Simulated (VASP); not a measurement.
Computed with LDA (Ceperley-Alder, Perdew-Zunger), VASP's LDA PAW potentials (set 64) (plane waves; VASP).

VASP ran on this input.

### POSCAR
```
FeSe2
1
    4.7795900000     0.0000000000     0.0000000000
    0.0000000000     5.7562600000     0.0000000000
    0.0000000000     0.0000000000     3.5809000000
Fe Se
2 4
Direct
  0.0000000000   0.0000000000   0.0000000000
  0.5000000000   0.5000000000   0.5000000000
  0.2132600000   0.3697700000   0.0000000000
  0.7867400000   0.6302300000   0.0000000000
  0.7132600000   0.1302300000   0.5000000000
  0.2867400000   0.8697700000   0.5000000000
```

### KPOINTS
```
kpoints
0
Gamma
 4 3 5
```

**INCAR**
```
LMAXMIX = 4   # l cut-off of mixed one-centre charges
ISIF = 2
NELM = 100   # most electronic steps
EDIFF = 1E-6
ISMEAR = -1   # Fermi-Dirac
LASPH = .TRUE.   # aspherical one-centre terms
LCHARG = .FALSE.
LREAL = .FALSE.   # projection in real space or not
LWAVE = .FALSE.
SYSTEM = FeSe2
ENCUT = 300
ALGO = Normal
SIGMA = 0.01
PREC = Accurate
```

POTCAR, in this order: Fe Se (LDA.64 set). Program: vasp_std.

What VASP printed:

File OUTCAR:
```
 ion  position               nearest neighbor table
   1  0.000  0.000  0.000-   3 2.36   4 2.36   5 2.38   6 2.38   5 2.38   6 2.38
   2  0.500  0.500  0.500-   5 2.36   6 2.36   3 2.38   4 2.38   3 2.38   4 2.38
   3  0.213  0.370  0.000-   1 2.36   2 2.38   2 2.38   4 2.53
   4  0.787  0.630  0.000-   1 2.36   2 2.38   2 2.38   3 2.53
   5  0.713  0.130  0.500-   2 2.36   1 2.38   1 2.38   6 2.53
   6  0.287  0.870  0.500-   2 2.36   1 2.38   1 2.38   5 2.53
  LATTYP: Found a simple orthorhombic cell.
 ALAT       =     3.5809000000
 B/A-ratio  =     1.3347454551
 C/A-ratio  =     1.6074897372
 Subroutine PRICEL returns:
 Original cell was already a primitive cell.
 Subroutine GETGRP returns: Found  8 space group operations
The static configuration has the point symmetry C_2h.
 The point group associated with its full space group is D_2h.
The dynamic configuration has the point symmetry C_2h.
 Subroutine INISYM returns: Found  8 space group operations
 Subroutine IBZKPT returns following result:
 Found     18 irreducible k-points:

 Following reciprocal coordinates:
            Coordinates               Weight
  0.000000  0.000000  0.000000      1.000000
  0.250000  0.000000  0.000000      2.000000
  0.500000  0.000000  0.000000      1.000000
  0.000000  0.333333  0.000000      2.000000
  0.250000  0.333333  0.000000      4.000000
  0.500000  0.333333  0.000000      2.000000
  0.000000  0.000000  0.200000      2.000000
  0.250000  0.000000  0.200000      4.000000
  0.500000  0.000000  0.200000      2.000000
  0.000000  0.333333  0.200000      4.000000
  0.250000  0.333333  0.200000      8.000000
  0.500000  0.333333  0.200000      4.000000
  0.000000  0.000000  0.400000      2.000000
  0.250000  0.000000  0.400000      4.000000
  0.500000  0.000000  0.400000      2.000000
  0.000000  0.333333  0.400000      4.000000
  0.250000  0.333333  0.400000      8.000000
...
```

**OSZICAR**
```
       N       E                     dE             d eps       ncg     rms          rms(c)
DAV:   1     0.249803213051E+03    0.24980E+03   -0.12433E+04   864   0.107E+03
DAV:   2    -0.917020369721E+01   -0.25897E+03   -0.25389E+03   872   0.315E+02
DAV:   3    -0.396187923442E+02   -0.30449E+02   -0.29873E+02  1336   0.107E+02
DAV:   4    -0.407309831437E+02   -0.11122E+01   -0.11086E+01  1128   0.223E+01
DAV:   5    -0.407657420790E+02   -0.34759E-01   -0.34737E-01  1272   0.345E+00    0.191E+01
DAV:   6    -0.487819772505E+02   -0.80162E+01   -0.93529E+01  1328   0.117E+02    0.318E+01
DAV:   7    -0.380789868025E+02    0.10703E+02   -0.51073E+01  1312   0.116E+02    0.553E+00
DAV:   8    -0.383671329211E+02   -0.28815E+00   -0.52167E+00   944   0.118E+01    0.388E+00
DAV:   9    -0.382294334594E+02    0.13770E+00   -0.51092E-01  1312   0.931E+00    0.102E+00
DAV:  10    -0.382241147805E+02    0.53187E-02   -0.81849E-02  1384   0.197E+00    0.395E-01
DAV:  11    -0.382228933832E+02    0.12214E-02   -0.35217E-03  1312   0.517E-01    0.185E-01
DAV:  12    -0.382225242497E+02    0.36913E-03   -0.13775E-03  1368   0.236E-01    0.730E-02
DAV:  13    -0.382225135718E+02    0.10678E-04   -0.11094E-04  1336   0.814E-02    0.209E-02
DAV:  14    -0.382225134682E+02    0.10367E-06   -0.31310E-06   984   0.136E-02
   1 F= -.38222513E+02 E0= -.38222513E+02  d E =-.161599E-10
```

**OUTCAR**
```
------------------------ aborting loop because EDIFF is reached ----------------------------------------
  FORCE on cell =-STRESS in cart. coord.  units (eV):
  Direction    XX          YY          ZZ          XY          YZ          ZX
  --------------------------------------------------------------------------------------
  Total       -4.2323666     -4.4826831     -4.8152785      0.0000000      0.0000000      0.0000000
  in kB      -68.8288672    -72.8996401    -78.3084726      0.0000000      0.0000000      0.0000000
  external PRESSURE =     -73.3456600 kB  Pullay stress =       0.0000000 kB
  volume of cell :       98.52
      direct lattice vectors                 reciprocal lattice vectors
     4.779590000  0.000000000  0.000000000     0.209222967  0.000000000  0.000000000
     0.000000000  5.756260000  0.000000000     0.000000000  0.173723911  0.000000000
     0.000000000  0.000000000  3.580900000     0.000000000  0.000000000  0.279259404
 POSITION                                       TOTAL-FORCE (eV/Angst)
 -----------------------------------------------------------------------------------
      0.00000      0.00000      0.00000         0.000000     -0.000000      0.000000
      2.38979      2.87813      1.79045         0.000000     -0.000000      0.000000
      1.01930      2.12849      0.00000         0.403000     -0.178554      0.000000
      3.76029      3.62777      0.00000        -0.403000      0.178554     -0.000000
      3.40909      0.74964      1.79045         0.403000      0.178554      0.000000
      1.37050      5.00662      1.79045        -0.403000     -0.178554     -0.000000
 -----------------------------------------------------------------------------------
    total drift:                                0.000000      0.000000      0.000000
  FREE ENERGIE OF THE ION-ELECTRON SYSTEM (eV)
  ---------------------------------------------------
  free  energy   TOTEN  =       -38.2225134682 eV

  energy  without entropy=      -38.2225134681  energy(sigma->0) =      -38.22251347
```
(Selected blocks of OUTCAR.)

At this cut-off the stress carries a Pulay error, which pulls relaxed volumes low.

The structure comes from a computed database's FeSe2 entry (Pnnm); how it stands against other phases isn't given here. The cell was not relaxed at this level. The run is not spin-polarised, so no magnetic state was tried.
